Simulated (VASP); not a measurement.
Runs of VASP 6.6.1 on BrRb. The cell holds a molecule in a box, 2 atoms: a = 9.000 Å, b = 9.000 Å, c = 12.000 Å, α = 90.00°, β = 90.00°, γ = 90.00°. 

| task | level | cell | grid for exact exchange (PRECFOCK) | exchange at q = 0 | gap on the mesh (eV) | largest force (eV/Å) |
| --- | --- | --- | --- | --- | --- | --- |
| relaxation of the atoms | r2SCAN+D3(BJ) | atoms relaxed | - | - | 3.60 | 0.01 |
| single point | RPBE+D3(BJ) | as given | - | - | 2.59 | 0.12 |
| single point | revPBE | as given | - | - | 2.63 | (b) |
| single point | B3LYP+D3(BJ) | as given | Fast | truncated | (a) | 0.18 |

Alike in all rows: potentials or basis VASP PAW PBE potentials, release 64 (Br, Rb_sv); no spin polarisation; k mesh 1 × 1 × 1; cutoff (eV) 520; smearing gaussian 0.01 eV.

Problem. Estimate the missing entries.

Solution. (a) 3.96; (b) 0.17.

Caveats: the PAW data sets were made with another functional, which shifts forces and pressure a little.

A k mesh can miss the band edges, and the runs leave out spin-orbit coupling on Br, Rb.

Runs at the PBE level aren't shown here.
